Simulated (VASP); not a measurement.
A VASP calculation is set up with these files.

**POSCAR**
```
BP
1
    0.0000000000     2.3154000000     2.3154000000
    2.3154000000     0.0000000000     2.3154000000
    2.3154000000     2.3154000000     0.0000000000
B P
1 1
Direct
  0.0000000000   0.0000000000   0.0000000000
  0.2500000000   0.2500000000   0.2500000000
```

### INCAR
```
SYSTEM = BP
PREC = Accurate
ENCUT = 520
EDIFF = 1E-6
NELM = 100
ALGO = Normal
LREAL = .FALSE.
LASPH = .TRUE.
ISMEAR = -1
SIGMA = 1.0
GGA = PE
LWAVE = .FALSE.
LCHARG = .FALSE.
ISIF = 2
```

KPOINTS:
```
Automatic mesh
0
Gamma
7 7 7
0 0 0
```

POTCAR, in this order: B P (PBE.64 set). Program: vasp_std.

**Question.** Does this input run properly? What does VASP do?

**Answer.** There is a fault: SIGMA is far too large. The run ends without an error. Against the sound run, the energy per atom (σ→0) rises by 0.131 eV/atom; the pressure goes up by 2.37 GPa; the band gap goes up by 0.04 eV.

### standard output
```
 POSCAR found type information on POSCAR B P
 POSCAR found :  2 types and       2 ions
 Reading from existing POTCAR
 Reading from existing POTCAR
 LDA part: xc-table for (Slater+PW92), standard interpolation
 POSCAR, INCAR and KPOINTS ok, starting setup
 WAVECAR not read
 entering main loop
       N       E                     dE             d eps       ncg     rms          rms(c)
DAV:   1     0.780958451131E+01    0.78096E+01   -0.40769E+03   320   0.897E+02
DAV:   2    -0.135937296784E+02   -0.21403E+02   -0.20606E+02   520   0.107E+02
DAV:   3    -0.138248334798E+02   -0.23110E+00   -0.22997E+00   376   0.143E+01
DAV:   4    -0.138256102139E+02   -0.77673E-03   -0.77404E-03   536   0.739E-01
DAV:   5    -0.138256132217E+02   -0.30078E-05   -0.29894E-05   376   0.128E-02    0.658E+00
DAV:   6    -0.133677125494E+02    0.45790E+00   -0.12919E+00   344   0.607E+00    0.360E+00
DAV:   7    -0.133054675304E+02    0.62245E-01   -0.19155E-01   464   0.266E+00    0.118E+00
DAV:   8    -0.132992559446E+02    0.62116E-02   -0.20023E-02   344   0.975E-01    0.165E-01
DAV:   9    -0.132994484031E+02   -0.19246E-03   -0.41878E-04   424   0.185E-01    0.721E-02
DAV:  10    -0.132995555874E+02   -0.10718E-03   -0.19383E-04   376   0.105E-01    0.251E-02
DAV:  11    -0.132995613560E+02   -0.57685E-05   -0.95445E-06   440   0.257E-02    0.215E-02
DAV:  12    -0.132995620349E+02   -0.67896E-06   -0.18869E-06   296   0.931E-03
   1 F= -.13299562E+02 E0= -.12629453E+02  d E =-.134022E+01
```

**OUTCAR**
```
------------------------ aborting loop because EDIFF is reached ----------------------------------------
  FORCE on cell =-STRESS in cart. coord.  units (eV):
  Direction    XX          YY          ZZ          XY          YZ          ZX
  --------------------------------------------------------------------------------------
  Total       -0.8761472     -0.8761472     -0.8761472     -0.0000000     -0.0000000     -0.0000000
  in kB      -56.5430967    -56.5430967    -56.5430967     -0.0000000     -0.0000000     -0.0000000
  external PRESSURE =     -56.5430967 kB  Pullay stress =       0.0000000 kB
  volume of cell :       24.83
      direct lattice vectors                 reciprocal lattice vectors
     0.000000000  2.315400000  2.315400000    -0.215945409  0.215945409  0.215945409
     2.315400000  0.000000000  2.315400000     0.215945409 -0.215945409  0.215945409
     2.315400000  2.315400000  0.000000000     0.215945409  0.215945409 -0.215945409
  FREE ENERGIE OF THE ION-ELECTRON SYSTEM (eV)
  ---------------------------------------------------
  free  energy   TOTEN  =       -13.2995620349 eV

  energy  without entropy=      -11.9593430032  energy(sigma->0) =      -12.62945252
```
(Selected blocks of OUTCAR.)

To mend it, set ISMEAR = 0, set SIGMA = 0.05.

The mended run (PBE GGA, plane waves, VASP's PBE PAW potentials (set 64)) converges, and its OSZICAR ends with
```
   1 F= -.12891080E+02 E0= -.12891080E+02  d E =-.883767E-12
```

The compound is BP in the zinc blende structure. The cell was not relaxed at this level.
